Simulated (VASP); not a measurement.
Consider the following.

```yaml
crystal:
  lattice:
    - [1.43113, 0.82626, 5.15642]
    - [-1.43113, 0.82626, 5.15642]
    - [0.00000, -1.65252, 5.15642]
  atoms:
    - { symbol: Li, position: [0.17209, 0.17209, 0.17209] }
    - { symbol: Ti, position: [0.99867, 0.99867, 0.99867] }
    - { symbol: O, position: [0.40838, 0.40838, 0.40838] }
    - { symbol: O, position: [0.58753, 0.58753, 0.58753] }
```

These are PBEsol GGA, VASP's PBE PAW potentials (set 64) (plane waves; VASP 6.6.1) values and carry that method's errors. Numerical set-up: 520 eV cut-off, Gaussian smearing of 0.050 eV, potentials Li_sv Ti_sv O.

### Question
Give the energies of bands 8 to 16 at the high-symmetry points, in eV from the Fermi level.

### Answer

| band | Γ | T | H2 | L | S0 | F |
|---|---|---|---|---|---|---|
| 8 | -8.02 | -7.02 | -7.01 | -8.02 | -6.98 | -7.90 |
| 9 | -5.49 | -5.63 | -6.77 | -6.50 | -6.79 | -6.82 |
| 10 | -5.49 | -5.57 | -6.39 | -5.69 | -6.41 | -6.37 |
| 11 | -4.07 | -5.57 | -6.17 | -5.65 | -6.17 | -5.53 |
| 12 | -3.56 | -3.41 | -5.18 | -5.36 | -5.21 | -4.38 |
| 13 | -3.56 | -3.41 | -4.89 | -4.15 | -4.89 | -4.28 |
| 14 | 0.43 | 0.43 | 0.98 | -0.82 | 1.01 | -0.94 |
| 15 | 0.43 | 0.43 | 1.14 | 2.09 | 1.29 | 2.09 |
| 16 | 0.47 | 0.97 | 1.52 | 2.25 | 1.35 | 2.25 |

It has no gap at this level: it comes out as a metal or semimetal.

The structure comes from a computed database's LiTiO2 entry (R3m); how it stands against other phases isn't given here. It was relaxed first, which changed the volume by -5 %. The electron count is odd and the run is not spin-polarised, which forces a metal.
